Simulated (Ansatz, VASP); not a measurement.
## Cross-check of NaCl between VASP and Ansatz

Wanted: the spread between two codes on one cell, functional and k mesh. The cell is taken from a series of runs on this material, whose earlier steps may have relaxed, scaled, displaced or heated it; both programs get it as it stands.

Main program and level: Ansatz 0.2.0; plane waves, with VASP 6.6.1 beside it; zone-centre phonons at LDA.

### Step 1. Set-up

The structure is cubic, space group Fm-3m (No. 225). The conventional cell has a = 5.471 Å, b = 5.471 Å, c = 5.471 Å, α = 90.00°, β = 90.00°, γ = 90.00°. Nearest to Na lie 6 Cl at 2.74 Å. Nearest to Cl lie 6 Na at 2.74 Å. Farther neighbours and most contacts between anions are not listed.

Structure file:

```cif
data_structure
_symmetry_space_group_name_H-M 'P 1'
_symmetry_Int_Tables_number 1
_cell_length_a 3.8683
_cell_length_b 3.8683
_cell_length_c 3.8683
_cell_angle_alpha 60.000
_cell_angle_beta 60.000
_cell_angle_gamma 60.000
_cell_volume 40.93
loop_
_atom_site_label
_atom_site_type_symbol
_atom_site_fract_x
_atom_site_fract_y
_atom_site_fract_z
_atom_site_occupancy
Na1 Na 0.00000 0.00000 0.00000 1
Cl2 Cl 0.50000 0.50000 0.50000 1
```

### Step 2. VASP: zone-centre phonons, LDA

Second derivatives magnify differences that forces hide, and they need a tight electronic threshold.

Lines of VASP's logs that name or quote its potential files are left out, and so is its time.

INCAR reads:

```
SYSTEM = NaCl
PREC = Accurate
ENCUT = 500
EDIFF = 1E-08
NELM = 120
ISMEAR = 0
SIGMA = 0.01
LREAL = .FALSE.
ALGO = Normal
GGA = CA
NBANDS = 13
LORBIT = 11
LWAVE = .FALSE.
LCHARG = .FALSE.
ISIF = 2
IBRION = 8
LEPSILON = .TRUE.
LASPH = .TRUE.
GGA_COMPAT = .FALSE.
EFERMI = MIDGAP
```

POSCAR reads:

```
NaCl
1.0
    0.0000000000      2.7353178840      2.7353178840
    2.7353178840      0.0000000000      2.7353178840
    2.7353178840      2.7353178840      0.0000000000
Na Cl
1 1
Direct
    0.0000000000      0.0000000000      0.0000000000
    0.5000000000      0.5000000000      0.5000000000
```

KPOINTS reads:

```
Automatic mesh
0
Gamma
4 4 4
0 0 0
```

Potentials, in the order of the species: Na_pv and Cl (LDA family, release 64).

On the command line:

```console
$ mpirun -np 1 vasp_std
```

Numbers of over 12 decimals in the logs are rounded to 6 here.

Log:

```text
[banner, memory and clock lines left out]
running    1 mpi-ranks, on    1 nodes
 distrk:  each k-point on    1 cores,    1 groups
 distr:  one band on    1 cores,    1 groups

 POSCAR found type information on POSCAR NaCl
 POSCAR found :  2 types and       2 ions
 LDA part: xc-table for (Slater(with rela. corr.)+CA(PZ))
 , standard interpolation
 POSCAR, INCAR and KPOINTS ok, starting setup
 FFT: planning ... GRIDC
 FFT: planning ... GRID_SOFT
 FFT: planning ... GRID
 WAVECAR not read
 entering main loop
       N       E                     dE             d eps       ncg     rms          rms(c)
DAV:   1     0.915656547581E+02    0.91566E+02   -0.70988E+03   216   0.105E+03
DAV:   2     0.445592981140E+00   -0.91120E+02   -0.82101E+02   231   0.260E+02
DAV:   3    -0.744814197305E+01   -0.78937E+01   -0.78322E+01   258   0.733E+01
DAV:   4    -0.757147028637E+01   -0.12333E+00   -0.12318E+00   248   0.974E+00
DAV:   5    -0.757405552985E+01   -0.25852E-02   -0.25851E-02   256   0.148E+00    0.209E+00
DAV:   6    -0.740733686540E+01    0.16672E+00   -0.26034E-01   258   0.360E+00    0.154E+00
DAV:   7    -0.738767213464E+01    0.19665E-01   -0.55292E-02   270   0.154E+00    0.990E-01
DAV:   8    -0.738606760157E+01    0.16045E-02   -0.46649E-03   248   0.685E-01    0.300E-01
DAV:   9    -0.738595332763E+01    0.11427E-03   -0.16738E-04   253   0.108E-01    0.158E-01
DAV:  10    -0.738593989387E+01    0.13434E-04   -0.11393E-04   258   0.978E-02    0.463E-03
DAV:  11    -0.738593941864E+01    0.47523E-06   -0.36507E-06   243   0.230E-02    0.207E-03
DAV:  12    -0.738593943665E+01   -0.18011E-07   -0.14814E-07   268   0.542E-03    0.953E-04
DAV:  13    -0.738593944493E+01   -0.82732E-08   -0.16283E-08   248   0.197E-03
   1 F= -.73859394E+01 E0= -.73859394E+01  d E =0.000000E+00
 Linear response reoptimize wavefunctions to high precision
DAV:   1    -0.738593944325E+01    0.16710E-08   -0.62284E-09   253   0.660E-04
DAV:   2    -0.738593944337E+01   -0.11642E-09   -0.44158E-11   134   0.718E-05
DAV:   3    -0.738593944343E+01   -0.59572E-10   -0.75974E-12   134   0.308E-05
 Linear response G [H, r] |phi>, progress :
  Direction:   1
       N       E                     dE             d eps       ncg     rms
RMM:   1    -0.447558823796E+02   -0.44756E+02   -0.22635E+02   396   0.114E+02
RMM:   2    -0.450633248228E+02   -0.30744E+00   -0.70417E+00   396   0.209E+01
RMM:   3    -0.451997849293E+02   -0.13646E+00   -0.43099E-01   421   0.535E+00
RMM:   4    -0.452033711085E+02   -0.35862E-02   -0.25025E-02   385   0.134E+00
RMM:   5    -0.452041336418E+02   -0.76253E-03   -0.20910E-03   416   0.328E-01
RMM:   6    -0.452041637973E+02   -0.30156E-04   -0.80259E-05   420   0.843E-02
RMM:   7    -0.452041714040E+02   -0.76067E-05   -0.12694E-05   425   0.249E-02
RMM:   8    -0.452041720954E+02   -0.69135E-06   -0.92594E-07   384   0.885E-03
RMM:   9    -0.452041722033E+02   -0.10787E-06    0.17176E-06   339   0.264E-03
RMM:  10    -0.452041722081E+02   -0.48849E-08    0.13640E-06   290   0.101E-03
RMM:  11    -0.452041722096E+02   -0.14774E-08    0.34089E-06   241   0.341E-04
RMM:  12    -0.452041722483E+02   -0.38654E-07    0.23326E-10   185   0.146E-04
RMM:  13    -0.452041722483E+02   -0.36799E-10    0.46883E-09   152   0.659E-05
 Linear response G [H, r] |phi>, progress :
  Direction:   2
       N       E                     dE             d eps       ncg     rms
RMM:   1    -0.456646813247E+02   -0.45665E+02   -0.23512E+02   390   0.114E+02
RMM:   2    -0.450348729523E+02    0.62981E+00   -0.78719E+00   397   0.210E+01
RMM:   3    -0.451687385379E+02   -0.13387E+00   -0.42009E-01   413   0.526E+00
RMM:   4    -0.451722750935E+02   -0.35366E-02   -0.25961E-02   384   0.134E+00
RMM:   5    -0.451729610897E+02   -0.68600E-03   -0.20110E-03   414   0.321E-01
RMM:   6    -0.451729910911E+02   -0.30001E-04   -0.79648E-05   417   0.797E-02
RMM:   7    -0.451729980484E+02   -0.69573E-05   -0.11416E-05   419   0.232E-02
RMM:   8    -0.451729987068E+02   -0.65844E-06   -0.24054E-07   386   0.811E-03
RMM:   9    -0.451729988647E+02   -0.15786E-06    0.35350E-06   342   0.244E-03
RMM:  10    -0.451729988737E+02   -0.89632E-08    0.21224E-06   295   0.956E-04
RMM:  11    -0.451729988742E+02   -0.52837E-09    0.18420E-06   248   0.328E-04
RMM:  12    -0.451729988745E+02   -0.28183E-09   -0.10901E-08   186   0.141E-04
 Linear response G [H, r] |phi>, progress :
  Direction:   3
       N       E                     dE             d eps       ncg     rms
RMM:   1    -0.427437907074E+02   -0.42744E+02   -0.21556E+02   379   0.109E+02
RMM:   2    -0.411085756222E+02    0.16352E+01   -0.93718E+00   375   0.204E+01
RMM:   3    -0.412598211542E+02   -0.15125E+00   -0.78979E-01   402   0.591E+00
RMM:   4    -0.412642713016E+02   -0.44501E-02   -0.80575E-02   384   0.157E+00
RMM:   5    -0.412640800999E+02    0.19120E-03   -0.53079E-03   395   0.366E-01
RMM:   6    -0.412641243349E+02   -0.44235E-04   -0.38917E-04   400   0.108E-01
[...]
RMM:  10    -0.412641315065E+02   -0.25587E-08    0.12036E-05   284   0.950E-04
RMM:  11    -0.412641315069E+02   -0.44492E-09   -0.63921E-09   224   0.314E-04
 Linear response to external field (no local field effect), progress :
  Direction:   1
       N       E                     dE             d eps       ncg     rms          rms(c)
[...]
RMM:   8    -0.211487332055E+00   -0.63897E-04   -0.12979E-06   636   0.646E-03    0.124E-03
RMM:   9    -0.211486417254E+00    0.91480E-06   -0.68576E-08   673   0.138E-03    0.474E-04
RMM:  10    -0.211488563513E+00   -0.21463E-05    0.22803E-08   606   0.362E-04    0.450E-05
RMM:  11    -0.211488338698E+00    0.22481E-06    0.58690E-08   558   0.135E-04    0.178E-05
RMM:  12    -0.211488406392E+00   -0.67695E-07    0.17342E-08   289   0.502E-05    0.528E-06
 change of polarisation eV/A/(eV/A) component  1 :     0.388     0.100     0.038
 dielectric tensor                  component  1 :     2.715     0.443     0.167
 Linear response to external field, progress :
  Direction:   2
       N       E                     dE             d eps       ncg     rms          rms(c)
RMM:   1    -0.202261053392E+00   -0.20226E+00   -0.43605E-01   510   0.423E+00
RMM:   2    -0.228566111659E+00   -0.26305E-01   -0.16921E-02   638   0.767E-01    0.111E+00
RMM:   3    -0.202523146041E+00    0.26043E-01   -0.30038E-02   581   0.692E-01    0.535E-01
RMM:   4    -0.205708527392E+00   -0.31854E-02   -0.16003E-02   614   0.525E-01    0.166E-01
RMM:   5    -0.211388320612E+00   -0.56798E-02   -0.55001E-04   607   0.165E-01    0.392E-02
RMM:   6    -0.211279719747E+00    0.10860E-03   -0.28348E-05   623   0.346E-02    0.233E-02
RMM:   7    -0.211421759524E+00   -0.14204E-03   -0.27008E-05   616   0.234E-02    0.711E-03
RMM:   8    -0.211487183226E+00   -0.65424E-04   -0.13786E-06   637   0.668E-03    0.134E-03
RMM:   9    -0.211486413881E+00    0.76934E-06   -0.78269E-08   681   0.146E-03    0.495E-04
RMM:  10    -0.211488557931E+00   -0.21440E-05    0.44968E-08   615   0.352E-04    0.469E-05
RMM:  11    -0.211488317522E+00    0.24041E-06    0.50772E-08   559   0.136E-04    0.195E-05
RMM:  12    -0.211488404110E+00   -0.86588E-07   -0.48268E-08   281   0.501E-05    0.672E-06
 change of polarisation eV/A/(eV/A) component  2 :     0.095     0.388    -0.038
 dielectric tensor                  component  2 :     0.421     2.715    -0.167
 Linear response to external field, progress :
  Direction:   3
       N       E                     dE             d eps       ncg     rms          rms(c)
RMM:   1    -0.202355177524E+00   -0.20236E+00   -0.43699E-01   509   0.423E+00
RMM:   2    -0.228567073653E+00   -0.26212E-01   -0.16949E-02   642   0.768E-01    0.111E+00
RMM:   3    -0.202513273168E+00    0.26054E-01   -0.29991E-02   580   0.694E-01    0.535E-01
RMM:   4    -0.205711891180E+00   -0.31986E-02   -0.16109E-02   619   0.528E-01    0.166E-01
RMM:   5    -0.211397896272E+00   -0.56860E-02   -0.57881E-04   611   0.168E-01    0.406E-02
RMM:   6    -0.211283610697E+00    0.11429E-03   -0.28054E-05   616   0.343E-02    0.247E-02
RMM:   7    -0.211428041256E+00   -0.14443E-03   -0.33567E-05   611   0.259E-02    0.691E-03
RMM:   8    -0.211487406081E+00   -0.59365E-04   -0.16797E-06   633   0.743E-03    0.128E-03
RMM:   9    -0.211486689480E+00    0.71660E-06   -0.70461E-08   684   0.161E-03    0.431E-04
RMM:  10    -0.211488550227E+00   -0.18607E-05   -0.87454E-09   626   0.385E-04    0.346E-05
RMM:  11    -0.211488328304E+00    0.22192E-06    0.71010E-08   554   0.132E-04    0.207E-05
RMM:  12    -0.211488413337E+00   -0.85033E-07   -0.88474E-08   299   0.546E-05    0.481E-06
 change of polarisation eV/A/(eV/A) component  3 :     0.033     0.024     0.388
 dielectric tensor                  component  3 :     0.145     0.108     2.715
 Linear response DOF=           2
 Linear response progress:
  Degree of freedom:   1/  2
       N       E                     dE             d eps       ncg     rms          rms(c)
RMM:   1    -0.157294255280E+00   -0.15729E+00   -0.29552E-01   402   0.556E+00
RMM:   2    -0.161183516519E+00   -0.38893E-02   -0.17804E-02   535   0.101E+00    0.235E-02
RMM:   3    -0.161314820931E+00   -0.13130E-03   -0.57093E-04   604   0.179E-01    0.106E-02
RMM:   4    -0.161348062579E+00   -0.33242E-04   -0.28692E-05   627   0.430E-02    0.307E-03
RMM:   5    -0.161353092501E+00   -0.50299E-05   -0.21738E-06   673   0.116E-02    0.178E-03
RMM:   6    -0.161359844240E+00   -0.67517E-05   -0.20864E-07   631   0.327E-03    0.464E-04
RMM:   7    -0.161359925358E+00   -0.81118E-07   -0.41335E-08   637   0.126E-03    0.240E-04
RMM:   8    -0.161360076838E+00   -0.15148E-06   -0.48021E-09   680   0.463E-04    0.120E-04
RMM:   9    -0.161360226978E+00   -0.15014E-06   -0.60891E-09   655   0.229E-04    0.235E-05
RMM:  10    -0.161360244076E+00   -0.17098E-07    0.32894E-09   706   0.851E-05    0.860E-06
RMM:  11    -0.161360247972E+00   -0.38959E-08   -0.56624E-10   699   0.382E-05    0.491E-06
 first order change of Fermi-energy  -0.29213E-04
 force on displaced ion       1 direction 1 :  -1.814   0.000   0.000
 Born effective charge ion    1 direction 1 :   1.072   0.000   0.000
 Linear response progress:
  Degree of freedom:   2/  2
       N       E                     dE             d eps       ncg     rms          rms(c)
RMM:   1    -0.187006401345E+00   -0.18701E+00    0.30561E-02   681   0.232E+00
RMM:   2    -0.187944556133E+00   -0.93815E-03   -0.12112E-03   614   0.422E-01    0.647E-02
RMM:   3    -0.188634660925E+00   -0.69010E-03   -0.19915E-04   606   0.993E-02    0.276E-02
RMM:   4    -0.189222610768E+00   -0.58795E-03   -0.49819E-05   568   0.476E-02    0.118E-02
RMM:   5    -0.189241743657E+00   -0.19133E-04   -0.34806E-06   619   0.140E-02    0.560E-03
RMM:   6    -0.189240334368E+00    0.14093E-05   -0.52119E-07   628   0.518E-03    0.235E-03
RMM:   7    -0.189250687784E+00   -0.10353E-04   -0.12486E-07   584   0.199E-03    0.354E-04
RMM:   8    -0.189245156578E+00    0.55312E-05   -0.74035E-09   615   0.675E-04    0.191E-04
RMM:   9    -0.189242658457E+00    0.24981E-05   -0.48688E-10   605   0.240E-04    0.650E-05
RMM:  10    -0.189242798252E+00   -0.13979E-06   -0.57548E-08   632   0.751E-05    0.178E-05
RMM:  11    -0.189242830328E+00   -0.32077E-07    0.10843E-07   621   0.228E-05    0.869E-06
RMM:  12    -0.189242896908E+00   -0.66580E-07    0.46372E-08   605   0.760E-06    0.113E-06
RMM:  13    -0.189242908141E+00   -0.11233E-07    0.11545E-08   475   0.263E-06    0.472E-07
RMM:  14    -0.189242908758E+00   -0.61716E-09    0.36226E-09   249   0.131E-06    0.179E-07
 first order change of Fermi-energy   0.28522E-03
 force on displaced ion       2 direction 1 :  -1.802   0.000   0.000
 Born effective charge ion    2 direction 1 :  -1.111   0.000   0.000
 Born effective charges drift removed
 Linear response finished
```

Parts of OUTCAR (step 2):

```text
ion  position               nearest neighbor table
   1  0.000  0.000  0.000-
   2  0.500  0.500  0.500-

  LATTYP: Found a face centered cubic cell.
 ALAT       =     5.4706357680

 Subroutine GETGRP returns: Found 48 space group operations
 (whereof 48 operations were pure point group operations)

The static configuration has the point symmetry O_h .

 Found      8 irreducible k-points:

   k-points           NKPTS =      8   k-points in BZ     NKDIM =      8   number of bands    NBANDS=     13

   dimension x,y,z NGX =    28 NGY =   28 NGZ =   28
   dimension x,y,z NGXF=    56 NGYF=   56 NGZF=   56

   ENCUT  =  500.0 eV  36.75 Ry    6.06 a.u.   7.05  7.05  7.05*2*pi/ulx,y,z

   NELECT =      14.0000    total number of electrons

 k-points in reciprocal lattice and weights: Automatic mesh
   0.00000000  0.00000000  0.00000000       0.016
   0.25000000  0.00000000  0.00000000       0.125
   0.50000000  0.00000000  0.00000000       0.062
   0.25000000  0.25000000  0.00000000       0.094
   0.50000000  0.25000000  0.00000000       0.375
  -0.25000000  0.25000000  0.00000000       0.188
   0.50000000  0.50000000  0.00000000       0.047
  -0.25000000  0.50000000  0.25000000       0.094

 average (electrostatic) potential at core
       1 -45.4067       2 -97.1465

  Total       -0.0293323     -0.0293323     -0.0293323     -0.0000000      0.0000000     -0.0000000
  in kB       -1.1481643     -1.1481643     -1.1481643     -0.0000000      0.0000000     -0.0000000
  external PRESSURE =      -1.1481643 kB  Pullay stress =       0.0000000 kB

  energy-cutoff  :      500.00
  volume of cell :       40.93
      direct lattice vectors                 reciprocal lattice vectors
     0.000000000  2.735317884  2.735317884    -0.182794111  0.182794111  0.182794111
     2.735317884  0.000000000  2.735317884     0.182794111 -0.182794111  0.182794111
     2.735317884  2.735317884  0.000000000     0.182794111  0.182794111 -0.182794111

 POSITION                                       TOTAL-FORCE (eV/Angst)
 -----------------------------------------------------------------------------------
      0.00000      0.00000      0.00000        -0.000000     -0.000000     -0.000000
      2.73532      2.73532      2.73532         0.000000      0.000000      0.000000
 -----------------------------------------------------------------------------------
    total drift:                                0.000000      0.000000      0.000000

 MACROSCOPIC STATIC DIELECTRIC TENSOR (including local field effects in DFT)
 ------------------------------------------------------
           2.715033    -0.000000     0.000000
          -0.000000     2.715033    -0.000000
           0.000000     0.000000     2.715033
 ------------------------------------------------------

 PIEZOELECTRIC TENSOR (including local field effects)  for field in x, y, z        (C/m^2)
          XX          YY          ZZ          XY          YZ          ZX
  --------------------------------------------------------------------------------
  x     0.00000     0.00000     0.00000     0.00000     0.00000     0.00000
  y     0.00000     0.00000     0.00000     0.00000     0.00000     0.00000
  z     0.00000     0.00000     0.00000     0.00000     0.00000     0.00000

 BORN EFFECTIVE CHARGES (including local field effects) (in |e|, cummulative output)
 ---------------------------------------------------------------------------------
 ion    1
    1     1.09105     0.00000     0.00000
    2    -0.00000     1.09105     0.00000
    3     0.00000     0.00000     1.09105
 ion    2
    1    -1.09105    -0.00000     0.00000
    2     0.00000    -1.09105     0.00000
    3     0.00000     0.00000    -1.09105

 Eigenvectors and eigenvalues of the dynamical matrix
 ----------------------------------------------------

   1 f  =    5.630976 THz    35.380467 2PiTHz  187.829151 cm-1    23.287836 meV
             X         Y         Z           dx          dy          dz
      0.000000  0.000000  0.000000    -0.779954    0.000000    0.000000
      2.735318  2.735318  2.735318     0.625837    0.000000    0.000000

   2 f  =    5.630976 THz    35.380467 2PiTHz  187.829151 cm-1    23.287836 meV
             X         Y         Z           dx          dy          dz
      0.000000  0.000000  0.000000     0.000000    0.779954    0.000000
      2.735318  2.735318  2.735318     0.000000   -0.625837    0.000000

   3 f  =    5.630976 THz    35.380467 2PiTHz  187.829151 cm-1    23.287836 meV
             X         Y         Z           dx          dy          dz
      0.000000  0.000000  0.000000     0.000000    0.000000    0.779954
      2.735318  2.735318  2.735318     0.000000    0.000000   -0.625837

   4 f/i=    0.009821 THz     0.061705 2PiTHz    0.327581 cm-1     0.040615 meV
             X         Y         Z           dx          dy          dz
      0.000000  0.000000  0.000000    -0.625837    0.000000    0.000000
      2.735318  2.735318  2.735318    -0.779954    0.000000    0.000000

   5 f/i=    0.009821 THz     0.061705 2PiTHz    0.327581 cm-1     0.040615 meV
             X         Y         Z           dx          dy          dz
      0.000000  0.000000  0.000000     0.000000   -0.625837    0.000000
      2.735318  2.735318  2.735318     0.000000   -0.779954    0.000000

   6 f/i=    0.009821 THz     0.061705 2PiTHz    0.327581 cm-1     0.040615 meV
             X         Y         Z           dx          dy          dz
      0.000000  0.000000  0.000000     0.000000    0.000000   -0.625837
      2.735318  2.735318  2.735318     0.000000    0.000000   -0.779954

 MACROSCOPIC STATIC DIELECTRIC TENSOR IONIC CONTRIBUTION
 ------------------------------------------------------
           2.910748     0.000000     0.000000
           0.000000     2.910748     0.000000
           0.000000     0.000000     2.910748
 ------------------------------------------------------

 ELASTIC MODULI CONTR FROM IONIC RELAXATION (kBar)
 Direction    XX          YY          ZZ          XY          YZ          ZX
 --------------------------------------------------------------------------------
 XX           0.0000      0.0000      0.0000      0.0000      0.0000      0.0000
 YY           0.0000      0.0000      0.0000      0.0000      0.0000      0.0000
 ZZ           0.0000      0.0000      0.0000      0.0000      0.0000      0.0000
 XY           0.0000      0.0000      0.0000      0.0000      0.0000      0.0000
 YZ           0.0000      0.0000      0.0000      0.0000      0.0000      0.0000
 ZX           0.0000      0.0000      0.0000      0.0000      0.0000      0.0000
 --------------------------------------------------------------------------------

 PIEZOELECTRIC TENSOR IONIC CONTR  for field in x, y, z        (C/m^2)
          XX          YY          ZZ          XY          YZ          ZX
  --------------------------------------------------------------------------------
  x     0.00000     0.00000     0.00000     0.00000     0.00000     0.00000
  y     0.00000     0.00000     0.00000     0.00000     0.00000     0.00000
  z     0.00000     0.00000     0.00000     0.00000     0.00000     0.00000
```

(Continued in part 2 of 2.)

[Lines on the potential files, build, host, timing and source positions are cut from VASP's logs without a mark.]

[Logs are printed without paths, hosts, clocks, repeated set-up lines and the standing remarks that a program may print on its own settings, such as how far it seeks lower states.]

[Hosts, paths, dates, database ids (printed as entryN), source tags and the programs' standing remarks are cut or masked in the printed files.]
